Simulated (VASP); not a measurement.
Input:

```yaml
crystal:
  lattice:
    - [2.20005, 1.27020, 7.19394]
    - [-2.20005, 1.27020, 7.19394]
    - [0.00000, -2.54040, 7.19394]
  atoms:
    - { symbol: Zn, position: [0.50119, 0.50119, 0.50119] }
    - { symbol: Hg, position: [0.99804, 0.99804, 0.99804] }
    - { symbol: Te, position: [0.86984, 0.86984, 0.86984] }
    - { symbol: Te, position: [0.38090, 0.38090, 0.38090] }
```

Level of theory: LDA (Ceperley-Alder, Perdew-Zunger), VASP's LDA PAW potentials (set 64) (plane waves; VASP 6.6.1). Numerical set-up: 400 eV cut-off, Gaussian smearing of 0.050 eV, potentials Zn Hg Te.

Task: Give the energies of bands 9 to 21 at the high-symmetry points, in eV from the Fermi level.

Result: 
```json
[
 {"band": "9", "Γ": "-7.24", "T": "-7.26", "H2": "-6.99", "L": "-7.16", "S0": "-6.98", "F": "-7.10"},
 {"band": "10", "Γ": "-6.91", "T": "-7.26", "H2": "-6.92", "L": "-6.89", "S0": "-6.92", "F": "-6.89"},
 {"band": "11", "Γ": "-6.91", "T": "-6.91", "H2": "-6.85", "L": "-6.84", "S0": "-6.85", "F": "-6.84"},
 {"band": "12", "Γ": "-6.87", "T": "-6.91", "H2": "-6.49", "L": "-6.71", "S0": "-6.49", "F": "-6.59"},
 {"band": "13", "Γ": "-5.77", "T": "-3.90", "H2": "-5.62", "L": "-5.36", "S0": "-5.61", "F": "-5.69"},
 {"band": "14", "Γ": "-1.32", "T": "-3.19", "H2": "-5.24", "L": "-5.01", "S0": "-5.22", "F": "-5.48"},
 {"band": "15", "Γ": "-1.32", "T": "-1.13", "H2": "-3.40", "L": "-2.86", "S0": "-3.49", "F": "-2.57"},
 {"band": "16", "Γ": "-0.30", "T": "-1.13", "H2": "-2.94", "L": "-2.73", "S0": "-2.91", "F": "-2.46"},
 {"band": "17", "Γ": "0.00", "T": "-0.33", "H2": "-1.98", "L": "-2.18", "S0": "-2.07", "F": "-1.17"},
 {"band": "18", "Γ": "0.00", "T": "-0.33", "H2": "-1.86", "L": "-1.55", "S0": "-1.84", "F": "-1.00"},
 {"band": "19", "Γ": "0.00", "T": "1.05", "H2": "2.13", "L": "2.02", "S0": "2.13", "F": "0.84"},
 {"band": "20", "Γ": "1.16", "T": "1.55", "H2": "2.86", "L": "2.57", "S0": "3.20", "F": "1.85"},
 {"band": "21", "Γ": "3.98", "T": "4.34", "H2": "4.44", "L": "4.02", "S0": "4.18", "F": "2.12"}
]
```

It has no gap at this level: it comes out as a metal or semimetal.

The structure comes from a computed database's ZnHgTe2 entry (R3m); how it stands against other phases isn't given here. It was relaxed first, which changed the volume by -9 %.
